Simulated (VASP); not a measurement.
Crystal: HfO2.

```xyz
3
Lattice="0.0000 2.6500 2.6500 2.6500 0.0000 2.6500 2.6500 2.6500 0.0000" Properties=species:S:1:pos:R:3 pbc="T T T"
Hf    0.0000    0.0000    0.0000
O     1.3250    1.3250    1.3250
O     3.9750    3.9750    3.9750
```

The cell was built by a generator and needn't be a form met in nature.

Base run:

* Program: VASP 6.6.1
* Functional: LDA
* Potentials or basis: VASP PAW LDA potentials, release 64 (Hf_pv, O)
* Cutoff: 700 eV
* k mesh: 6 × 6 × 6
* Occupations: gaussian, width 0.05 eV
* Spin: no spin polarisation

Its results: band gap on the k mesh 3.24 eV, direct; pressure -36.4 GPa.

Q: After a change of settings the same cell gave: band gap on the k mesh 4.94 eV, direct; pressure -32.1 GPa. Which change was it?
A. functional from LDA to PBEsol; potentials or basis from VASP PAW LDA potentials, release 64 (Hf_pv, O) to VASP PAW PBE potentials, release 64 (Hf_pv, O)
B. functional from LDA to HSE06; potentials or basis from VASP PAW LDA potentials, release 64 (Hf_pv, O) to VASP PAW PBE potentials, release 64 (Hf_pv, O)
C. functional from LDA to PBE; potentials or basis from VASP PAW LDA potentials, release 64 (Hf_pv, O) to VASP PAW PBE potentials, release 64 (Hf_pv, O)

A: B.

Caveats: a pressure of tens of GPa on the cell as given is suspect, and the run, the potentials or the cell itself is likely at fault; spin-orbit coupling is left out, which moves the levels of the heavy elements; the PAW data sets were made with another functional, which shifts forces and pressure a little (some runs).
